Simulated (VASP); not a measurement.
# ZnCd2SeS2 (P3m1) in VASP: single point with r2SCAN

Aim: the single point of ZnCd2SeS2 with r2SCAN.

Everything below comes from runs of VASP 6.6.1. Logs are shortened: lines on timing, memory, paths and dates and some standing lists are left out, and cuts for length are marked.

**1. The structure**

The structure is trigonal, space group P3m1 (No. 156). The conventional cell has a = 4.132 Å, b = 4.132 Å, c = 10.253 Å, α = 90.00°, β = 90.00°, γ = 120.00°. Zn (site symmetry 3m) is surrounded by 4 S at 2.35 to 2.48 Å. Around Cd (site symmetry 3m) lie 3 S at 2.55 Å and 1 Se at 2.66 Å. Around Cd (site symmetry 3m) lie 1 S at 2.56 Å and 3 Se at 2.63 Å. Around Se (site symmetry 3m) lie 4 Cd at 2.63 to 2.66 Å. S (site symmetry 3m) has 3 Zn at 2.48 Å and 1 Cd at 2.56 Å as nearest neighbours. S (site symmetry 3m) has 1 Zn at 2.35 Å and 3 Cd at 2.55 Å as nearest neighbours.

The cell was built by a generator and needn't be a form met in nature.

**2. Single point, r2SCAN**

The input, INCAR:

```
ALGO     = Normal         # electronic algorithm
EDIFF    = 1E-6           # SCF threshold, eV
ENCUT    = 520            # plane-wave cutoff, eV
ISIF     = 2              # what is computed and relaxed
ISMEAR   = 0              # smearing method
KPAR     = 2            
LASPH    = T              # aspherical terms in the spheres
LCHARG   = F              # write CHGCAR
LMIXTAU  = T            
LREAL    = F              # projectors in reciprocal space
LWAVE    = F              # write WAVECAR
METAGGA  = R2SCAN         # meta-GGA
NELM     = 150            # most SCF steps
PREC     = Accurate       # precision mode
SIGMA    = 0.03           # smearing width, eV
```

The input, KPOINTS:

```
k-points
0
Gamma
  8 8 4
```

The input, POSCAR:

```
ZnCd2SeS2
1.0
    4.1321790000      0.0000000000      0.0000000000
   -2.0660890000      3.5785720000      0.0000000000
    0.0000000000      0.0000000000     10.2528200000
Zn Cd Se S
1 2 1 2
Direct
    0.0000000000      0.0000000000      0.0009430000
    0.3333330000      0.6666670000      0.3184880000
    0.6666670000      0.3333330000      0.6863590000
    0.3333330000      0.6666670000      0.5783470000
    0.6666670000      0.3333330000      0.9358320000
    0.0000000000      0.0000000000      0.2300050000
```

Potentials or basis: VASP PAW PBE potentials, release 64 (Zn, Cd, Se, S).

Run with:

```sh
> cat potpaw_PBE.64/Zn/POTCAR potpaw_PBE.64/Cd/POTCAR potpaw_PBE.64/Se/POTCAR potpaw_PBE.64/S/POTCAR > POTCAR
> mpirun -np 2 vasp_std > vasp.out
```

OUTCAR:

```text
EDIFF = 1E-6
   ENCUT = 520
   ISIF = 2
   ISMEAR = 0
   LASPH = T
   LREAL = F
   METAGGA = R2SCAN
   NELM = 150
   PREC = Accurate

 ion  position               nearest neighbor table
   1  0.000  0.000  0.001-   6 2.35   5 2.48   5 2.48   5 2.48
   2  0.333  0.667  0.318-   6 2.55   6 2.55   6 2.55   4 2.66
   3  0.667  0.333  0.686-   5 2.56   4 2.63   4 2.63   4 2.63
   4  0.333  0.667  0.578-   3 2.63   3 2.63   3 2.63   2 2.66
   5  0.667  0.333  0.936-   1 2.48   1 2.48   1 2.48   3 2.56
   6  0.000  0.000  0.230-   1 2.35   2 2.55   2 2.55   2 2.55

  LATTYP: Found a hexagonal cell.
 ALAT       =     4.1321790000
 C/A-ratio  =     2.4812139068

  Lattice vectors:

 A1 = (   4.1321790000,   0.0000000000,   0.0000000000)
 A2 = (  -2.0660890000,   3.5785720000,   0.0000000000)
 A3 = (   0.0000000000,   0.0000000000,  10.2528200000)

Analysis of symmetry for initial positions (statically):
=====================================================================
 Subroutine PRICEL returns:
 Original cell was already a primitive cell.

 Routine SETGRP: Setting up the symmetry group for a
 hexagonal supercell.

 Subroutine GETGRP returns: Found  6 space group operations
 (whereof  6 operations were pure point group operations)
 out of a pool of 24 trial point group operations.

The static configuration has the point symmetry C_3v.

Analysis of symmetry for dynamics (positions and initial velocities):
=====================================================================
 Subroutine PRICEL returns:
 Original cell was already a primitive cell.

 Routine SETGRP: Setting up the symmetry group for a
 hexagonal supercell.

 Subroutine GETGRP returns: Found  6 space group operations
 (whereof  6 operations were pure point group operations)
 out of a pool of 24 trial point group operations.

The dynamic configuration has the point symmetry C_3v.

 Subroutine INISYM returns: Found  6 space group operations
 (whereof  6 operations are pure point group operations),
 and found     1 'primitive' translations

----------------------------------------------------------------------------------------

                                     Primitive cell

  volume of cell :     151.6115

  direct lattice vectors                    reciprocal lattice vectors
     4.132179000  0.000000000  0.000000000     0.242003069  0.139720503  0.000000000
    -2.066089000  3.578572000  0.000000000     0.000000000  0.279441073  0.000000000
     0.000000000  0.000000000 10.252820000     0.000000000  0.000000000  0.097534142

  length of vectors
     4.132179000  4.132178761 10.252820000     0.279441057  0.279441073  0.097534142

  position of ions in fractional coordinates (direct lattice)
     0.000000000  0.000000000  0.000943000
     0.333333000  0.666667000  0.318488000
     0.666667000  0.333333000  0.686359000
     0.333333000  0.666667000  0.578347000
     0.666667000  0.333333000  0.935832000
     0.000000000  0.000000000  0.230005000

  ion indices of the primitive-cell ions
   primitive index   ion index
                 1           1
                 2           2
                 3           3
                 4           4
                 5           5
                 6           6

----------------------------------------------------------------------------------------

 KPOINTS: k-points

Automatic generation of k-mesh.
 Grid dimensions read from file:
 generate k-points for:    8    8    4

 Generating k-lattice:

  Cartesian coordinates                     Fractional coordinates (reciprocal lattice)
     0.030250384  0.017465063  0.000000000     0.125000000  0.000000000  0.000000000
     0.000000000  0.034930134  0.000000000     0.000000000  0.125000000  0.000000000
     0.000000000  0.000000000  0.024383535     0.000000000  0.000000000  0.250000000

  Length of vectors
     0.034930132  0.034930134  0.024383535

  Shift w.r.t. Gamma in fractional coordinates (k-lattice)
     0.000000000  0.000000000  0.000000000

 Subroutine IBZKPT returns following result:
 ===========================================

 Found     35 irreducible k-points:

 Following reciprocal coordinates:
            Coordinates               Weight
  0.000000  0.000000  0.000000      1.000000
  0.125000  0.000000  0.000000      6.000000
  0.250000  0.000000  0.000000      6.000000
  0.375000  0.000000  0.000000      6.000000
  0.500000  0.000000  0.000000      3.000000
  0.125000  0.125000  0.000000      6.000000
[... 16 lines left out ...]
 -0.125000  0.500000  0.250000     12.000000
  0.250000  0.250000  0.250000     12.000000
 [... further k-points ...]
   k-points           NKPTS =     35   k-points in BZ     NKDIM =     35   number of bands    NBANDS=     32
   number of dos      NEDOS =    301   number of ions     NIONS =      6
   total plane-waves  NPLWV =  81920
   dimension x,y,z NGX =    32 NGY =   32 NGZ =   80
   dimension x,y,z NGXF=    64 NGYF=   64 NGZF=  160
   ions per type =               1   2   1   2
   NGX,Y,Z   is equivalent  to a cutoff of  12.87, 12.87, 12.97 a.u.
   NGXF,Y,Z  is equivalent  to a cutoff of  25.75, 25.75, 25.94 a.u.
 SYSTEM =  unknown system
   PREC   = accura    normal or accurate (medium, high low for compatibility)
   ISTART =      0    job   : 0-new  1-cont  2-samecut
   ICHARG =      2    charge: 1-file 2-atom 10-const
   ISPIN  =      1    spin polarized calculation?
   LNONCOLLINEAR =      F non collinear calculations
   LSORBIT =      F    spin-orbit coupling
   LASPH  =      T    aspherical Exc in radial PAW
   ENCUT  =  520.0 eV  38.22 Ry    6.18 a.u.   7.68  7.68 19.06*2*pi/ulx,y,z
   NELM   =    150;   NELMIN=  2; NELMDL= -5     # of ELM steps
   EDIFF  = 0.1E-05   stopping-criterion for ELM
   LREAL  =      F    real-space projection
   EDIFFG = 0.1E-04   stopping-criterion for IOM
   NSW    =      0    number of steps for IOM
   IBRION =     -1    ionic relax: 0-MD 1-quasi-New 2-CG
   NFREE  =      0    steps in history (QN), initial steepest desc. (CG)
   ISIF   =      2    stress and relaxation
   ISYM   =      2    0-nonsym 1-usesym 2-fastsym
   POTIM  = 0.5000    time-step for ionic-motion
   TEBEG  =    0.0;   TEEND  =   0.0 temperature during run
   PSTRESS=    0.0 pullay stress
   NELECT =      54.0000    total number of electrons
   NUPDOWN=      -1.0000    fix difference up-down
   EMIN   =  10.00;   EMAX   =-10.00  energy-range for DOS
   EFERMI =   0.00;   METHOD = LEGACY
   ISMEAR =     0;   SIGMA  =   0.03  broadening in eV -4-tet -1-fermi 0-gaus
   EFERMI_NEDOS =   21; number of points for ismear=-14 and -15
   IALGO  =     38    algorithm
   IMIX   =      4    mixing-type and parameters
     AMIX     =   0.40;   BMIX     =  1.00
     AMIX_MAG =   1.60;   BMIX_MAG =  1.00
  volume/ion in A,a.u.               =      25.27       170.52
  Fermi-wavevector in a.u.,A,eV,Ry     =   1.160456  2.192944 18.322396  1.346658
  Thomas-Fermi vector in A             =   2.297038
   LORBIT       =      0    0 simple, 1 ext, 2 COOP (PROOUT), +10 PAW based schemes
   METAGGA = R2SCAN    functional components
   LHFCALC =     F    Hartree Fock is set to
   AEXX    =    0.0000 exact exchange contribution
   IVDW    =     0    specifies the selected vdW correction
   LEPSILON=     F    determine dielectric tensor
   LRPA    =     F    only Hartree local field effects (RPA)
 non-spin polarized calculation
 Gauss-broadening in eV      SIGMA  =   0.03
  energy-cutoff  :      520.00
  volume of cell :      151.61
 maximum number of plane-waves:      4125
 NGX is ok and might be reduce to    32
   NGX = 15   NGY = 15   NGZ = 39

 number of electron      53.9999988 magnetization

 Free energy of the ion-electron system (eV)
  ---------------------------------------------------
  ext. energy  EPLUGINS =         0.00000000
  ---------------------------------------------------
  free energy    TOTEN  =       -84.13302612 eV

  energy without entropy =      -84.13302612  energy(sigma->0) =      -84.13302612

 E-fermi :   1.2235     XC(G=0):  -9.5730

 val. band max:        1.0859198702   @ k =   0.0000   0.0000   0.0000
 cond. band min:       2.1859104921   @ k =   0.0000   0.0000   0.0000
 fundamental gap:      1.0999906219
 Fermi energy:         1.2235415196

 k-point     1 :       0.0000    0.0000    0.0000
  band No.  band energies     occupation
      1     -12.1774      2.00000
      2     -11.7014      2.00000
      3     -11.6956      2.00000
      4      -7.1687      2.00000
      5      -7.1687      2.00000
      6      -7.0329      2.00000
[... 24 lines left out ...]
     31       7.3121      0.00000
     32       7.3569      0.00000

 k-point     2 :       0.1250    0.0000    0.0000
  band No.  band energies     occupation
      1     -12.1144      2.00000
      2     -11.6663      2.00000
      3     -11.6557      2.00000
      4      -7.1432      2.00000
      5      -7.1348      2.00000
      6      -7.0304      2.00000
[... 24 lines left out ...]
     31       6.8956      0.00000
     32       7.2272      0.00000

 k-point     3 :       0.2500    0.0000    0.0000
  band No.  band energies     occupation
      1     -11.9523      2.00000
      2     -11.5908      2.00000
      3     -11.5528      2.00000
      4      -7.0862      2.00000
      5      -7.0668      2.00000
      6      -6.9680      2.00000
[... 24 lines left out ...]
     31       6.0340      0.00000
     32       6.8395      0.00000

 k-point     4 :       0.3750    0.0000    0.0000
  band No.  band energies     occupation
      1     -11.7685      2.00000
      2     -11.5294      2.00000
      3     -11.4474      2.00000
      4      -7.0398      2.00000
      5      -7.0392      2.00000
      6      -6.9146      2.00000
[... 654 lines left out ...]
     31       5.8517      0.00000
     32       6.4817      0.00000

 k-point    23 :      -0.1250    0.5000    0.2500
  band No.  band energies     occupation
      1     -11.6856      2.00000
      2     -11.4992      2.00000
      3     -11.4144      2.00000
      4      -7.0340      2.00000
      5      -7.0105      2.00000
      6      -6.9283      2.00000
[... 24 lines left out ...]
     31       6.0503      0.00000
     32       6.6920      0.00000

 k-point    24 :       0.2500    0.2500    0.2500
  band No.  band energies     occupation
      1     -11.6858      2.00000
      2     -11.5061      2.00000
      3     -11.4097      2.00000
      4      -7.0427      2.00000
      5      -6.9906      2.00000
      6      -6.9419      2.00000
[... 24 lines left out ...]
     31       6.1796      0.00000
     32       6.7574      0.00000

 [... further k-points ...]

------------------------ aborting loop because EDIFF is reached ----------------------------------------

  FORCE on cell =-STRESS in cart. coord.  units (eV):
  Direction    XX          YY          ZZ          XY          YZ          ZX
  --------------------------------------------------------------------------------------
  -------------------------------------------------------------------------------------
  Total       -1.5807272     -1.5807272     -1.6428345     -0.0000002     -0.0000000      0.0000000
  in kB      -16.7045697    -16.7045699    -17.3608977     -0.0000023     -0.0000000      0.0000000
  external PRESSURE =     -16.9233458 kB  Pullay stress =       0.0000000 kB

 VOLUME and BASIS-vectors are now :
 -----------------------------------------------------------------------------
  energy-cutoff  :      520.00
  volume of cell :      151.61
      direct lattice vectors                 reciprocal lattice vectors
     4.132179000  0.000000000  0.000000000     0.242003069  0.139720503  0.000000000
    -2.066089000  3.578572000  0.000000000     0.000000000  0.279441073  0.000000000
     0.000000000  0.000000000 10.252820000     0.000000000  0.000000000  0.097534142

 POSITION                                       TOTAL-FORCE (eV/Angst)
 -----------------------------------------------------------------------------------
      0.00000      0.00000      0.00967         0.000000      0.000000      0.062488
     -0.00000      2.38572      3.26540         0.000000     -0.000000      0.001878
      2.06609      1.19286      7.03712        -0.000000      0.000000     -0.034428
     -0.00000      2.38572      5.92969         0.000000     -0.000000      0.026480
      2.06609      1.19286      9.59492        -0.000000      0.000000      0.000928
      0.00000      0.00000      2.35820        -0.000000      0.000000     -0.057345
 -----------------------------------------------------------------------------------
    total drift:                               -0.000284      0.000171      0.005599

  FREE ENERGIE OF THE ION-ELECTRON SYSTEM (eV)
  ---------------------------------------------------
  free  energy   TOTEN  =       -84.1330261185 eV

  energy  without entropy=      -84.1330261185  energy(sigma->0) =      -84.13302612
```

Run time: 5.9 min. Hardware: 2 MPI ranks of Intel Xeon Platinum 8259CL at 2.50GHz (Skylake/Cascade Lake), shared host; peak memory 0.43 GiB.

What came out:

```
Free energy            : -84.1330 eV
Pressure               : -1.7 GPa
Largest force          : 0.062 eV/Å
Band gap on the k mesh : 1.10 eV, direct
```

Forces on the atoms (eV/Å):
```
Zn   0.000  0.000  0.062
Cd   0.000  0.000  0.002
Cd   0.000  0.000 -0.034
Se   0.000  0.000  0.026
S    0.000  0.000  0.001
S    0.000  0.000 -0.057
```

Caveat: the PAW data sets were made with another functional, which shifts forces and pressure a little.
